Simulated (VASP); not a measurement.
VASP ran on this input.

**INCAR**
```
# general
SYSTEM  = AlAs
PREC    = Accurate
ENCUT   = 400
LREAL   = F   # projection in real space or not
LASPH   = T

# electronic loop
EDIFF   = 1E-6
NELM    = 100   # most electronic steps
ALGO    = Normal   # blocked Davidson
LMAXMIX = 4   # l cut-off of mixed one-centre charges

# smearing
ISMEAR  = 0   # Gaussian
SIGMA   = 0.05

# functional
GGA     = PE   # PBE

# ions
ISIF    = 2

# output
LWAVE   = F
LCHARG  = F
```

**POSCAR**
```
AlAs
1
    0.0000000000     2.7788060000     2.7607890000
    2.8207970000     0.0000000000     2.7607890000
    2.8207970000     2.7788060000     0.0000000000
Al As
1 1
Direct
  0.0000000000   0.0000000000   0.0000000000
  0.2452510000   0.2547490000   0.2547490000
```

### KPOINTS
```
Automatic mesh
0
Gamma
6 6 6
0 0 0
```

POTCAR, in this order: Al As (PBE.64 set). Program: vasp_std.

Problem. Translate this PBE calculation to Quantum ESPRESSO's pw.x.

Solution. One equivalent input (not run):
```
&CONTROL
  calculation = 'scf'
  pseudo_dir = './pseudo'
  outdir = './out'
  tprnfor = .true.
  tstress = .true.
/
&SYSTEM
  ibrav = 0
  nat = 2
  ntyp = 2
  ecutwfc = 84
  occupations = 'smearing'
  smearing = 'gaussian'
  degauss = 0.003675
  input_dft = 'pbe'
/
&ELECTRONS
  conv_thr = 7.3e-08
  electron_maxstep = 100
/
ATOMIC_SPECIES
  Al 26.982 Al.upf
  As 74.922 As.upf
CELL_PARAMETERS angstrom
     0.0000000    2.7788060    2.7607890
     2.8207970    0.0000000    2.7607890
     2.8207970    2.7788060    0.0000000
ATOMIC_POSITIONS crystal
  Al   0.0000000  0.0000000  0.0000000
  As   0.2452510  0.2547490  0.2547490
K_POINTS automatic
  6 6 6 0 0 0
```
What does not carry over: the potentials are each code's own (VASP's PAW set, PseudoDojo norm-conserving files in pw.x), so ENCUT and ecutwfc are chosen apart and not converted; conv_thr bounds pw.x's estimated SCF error, while EDIFF bounds the energy change between steps.

The compound is AlAs in the zinc blende structure. The cell was not relaxed at this level, atoms are displaced from their ideal sites. The run is one of a series of settings (KPOINTS 6×6×6 Γ-centred mesh against the base run), some of them coarse on purpose.
